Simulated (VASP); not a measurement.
Level of theory: PBE GGA, VASP's PBE PAW potentials (set 64) (plane waves; VASP).

VASP ran on this input.

**POSCAR**
```
PbO
1.0
  1.7229940000   0.9947710000   2.9488960000
 -1.7229940000   0.9947710000   2.9488960000
  0.0000000000  -1.9895420000   2.9488960000
Pb O
1 1
Cartesian
  0.0000000000   0.0000000000   6.7447149312
  0.0000000000   0.0000000000   2.1019730688
```

**INCAR**
```
# general
SYSTEM  = PbO
PREC    = Accurate
ENCUT   = 400
LREAL   = F   # projection in real space or not
LASPH   = T

# electronic loop
EDIFF   = 1E-6   # SCF stop (eV)
NELM    = 100   # most electronic steps
ALGO    = Normal
LMAXMIX = 4   # l cut-off of mixed one-centre charges

# smearing
ISMEAR  = 0   # Gaussian
SIGMA   = 0.2   # width (eV)

# functional
GGA     = PE   # PBE

# ions
ISIF    = 2   # forces and stress, cell fixed

# output
LWAVE   = F
LCHARG  = F
```

### KPOINTS
```
Automatic mesh
0
Gamma
9 9 9
0 0 0
```

POTCAR, in this order: Pb_d O (PBE.64 set). Program: vasp_std.

What VASP printed:

### OSZICAR
```
       N       E                     dE             d eps       ncg     rms          rms(c)
DAV:   1     0.162445481875E+03    0.16245E+03   -0.97388E+03  2422   0.157E+03
DAV:   2     0.520390625970E-01   -0.16239E+03   -0.15674E+03  2614   0.381E+02
DAV:   3    -0.117632577300E+02   -0.11815E+02   -0.11704E+02  2834   0.112E+02
DAV:   4    -0.119725312192E+02   -0.20927E+00   -0.20922E+00  2650   0.163E+01
DAV:   5    -0.119784783298E+02   -0.59471E-02   -0.59471E-02  3058   0.277E+00    0.831E+00
DAV:   6    -0.101295017668E+02    0.18490E+01   -0.12886E+01  3438   0.359E+01    0.394E+00
DAV:   7    -0.998031162371E+01    0.14919E+00   -0.12979E+00  2752   0.112E+01    0.142E+00
DAV:   8    -0.997818119096E+01    0.21304E-02   -0.21665E-01  2392   0.531E+00    0.105E+00
DAV:   9    -0.996615153175E+01    0.12030E-01   -0.24881E-02  2530   0.177E+00    0.130E-01
DAV:  10    -0.996633896935E+01   -0.18744E-03   -0.12658E-03  2518   0.278E-01    0.794E-02
DAV:  11    -0.996631293631E+01    0.26033E-04   -0.21350E-04  2632   0.170E-01    0.105E-02
DAV:  12    -0.996631302377E+01   -0.87454E-07   -0.57261E-06  2686   0.213E-02
   1 F= -.99663130E+01 E0= -.99645062E+01  d E =-.361374E-02
```

File OUTCAR:
```
------------------------ aborting loop because EDIFF is reached ----------------------------------------
  FORCE on cell =-STRESS in cart. coord.  units (eV):
  Direction    XX          YY          ZZ          XY          YZ          ZX
  --------------------------------------------------------------------------------------
  Total        4.3812350      4.3812346      4.1235765      0.0000000      0.0000000      0.0000000
  in kB      231.4672470    231.4672238    217.8547584      0.0000000      0.0000000      0.0000000
  external PRESSURE =     226.9297431 kB  Pullay stress =       0.0000000 kB
  volume of cell :       30.33
      direct lattice vectors                 reciprocal lattice vectors
     1.722994000  0.994771000  2.948896000     0.290192537  0.167542748  0.113036653
    -1.722994000  0.994771000  2.948896000    -0.290192537  0.167542748  0.113036653
     0.000000000 -1.989542000  2.948896000     0.000000000 -0.335085495  0.113036653
 POSITION                                       TOTAL-FORCE (eV/Angst)
 -----------------------------------------------------------------------------------
      0.00000      0.00000      6.74471         0.000000     -0.000000     -0.317223
      0.00000      0.00000      2.10197         0.000000      0.000000      0.317223
 -----------------------------------------------------------------------------------
    total drift:                                0.000000      0.000001     -0.000514
  FREE ENERGIE OF THE ION-ELECTRON SYSTEM (eV)
  ---------------------------------------------------
  free  energy   TOTEN  =        -9.9663130238 eV

  energy  without entropy=       -9.9626992834  energy(sigma->0) =       -9.96450615
```
(Selected blocks of OUTCAR.)

At this cut-off the stress carries a Pulay error, which pulls relaxed volumes low.

The structure was generated: PbO was put into an ordered model structure, which need not be its known phase. The cell was not relaxed at this level, and its volume differs by -5.9 % from the start's.
